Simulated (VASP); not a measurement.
An input for Quantum ESPRESSO's pw.x (written as the equivalent of a VASP run, and not itself run):

```
&CONTROL
  calculation = 'scf'
  pseudo_dir = './pseudo'
  outdir = './out'
  tprnfor = .true.
  tstress = .true.
/
&SYSTEM
  ibrav = 0
  nat = 2
  ntyp = 2
  ecutwfc = 96
  occupations = 'tetrahedra'
  input_dft = 'pz'
/
&ELECTRONS
  conv_thr = 7.3e-09
  electron_maxstep = 100
/
ATOMIC_SPECIES
  Mn 54.938 Mn.upf
  Pd 106.420 Pd.upf
CELL_PARAMETERS angstrom
     2.9165447    0.0000000    0.0000000
     0.0000000    2.9165447    0.0000000
     0.0000000    0.0000000    2.9165447
ATOMIC_POSITIONS crystal
  Mn   0.0000000  0.0000000  0.0000000
  Pd   0.5000000  0.5000000  0.5000000
K_POINTS automatic
  14 14 14 0 0 0
```

### Question
Write the VASP files for the same calculation (LDA).

### Answer
Several could match; the one computed here: 
POSCAR:
```
MnPd
1
    2.9165446630     0.0000000000     0.0000000000
    0.0000000000     2.9165446630     0.0000000000
    0.0000000000     0.0000000000     2.9165446630
Mn Pd
1 1
Direct
  0.0000000000   0.0000000000   0.0000000000
  0.5000000000   0.5000000000   0.5000000000
```

**INCAR**
```
SYSTEM=MnPd
PREC=Accurate; ENCUT=400; LREAL=F
LASPH=T
EDIFF=1E-7; NELM=100; ALGO=Normal
LMAXMIX=4
ISMEAR=-5
ISIF=2
LWAVE=F; LCHARG=T; LORBIT=11
NEDOS=601
```

**KPOINTS**
```
Regular mesh
0
gamma
  14 14 14
```

POTCAR, in this order: Mn_pv Pd (LDA.64 set). Program: vasp_std.

Limits of the translation: the potentials are each code's own (VASP's PAW set, PseudoDojo norm-conserving files in pw.x), so ENCUT and ecutwfc are chosen apart and not converted; conv_thr bounds pw.x's estimated SCF error, while EDIFF bounds the energy change between steps.

The structure comes from a computed database's MnPd entry (Pm-3m); how it stands against other phases isn't given here. It was relaxed first, which changed the volume by -18 %.
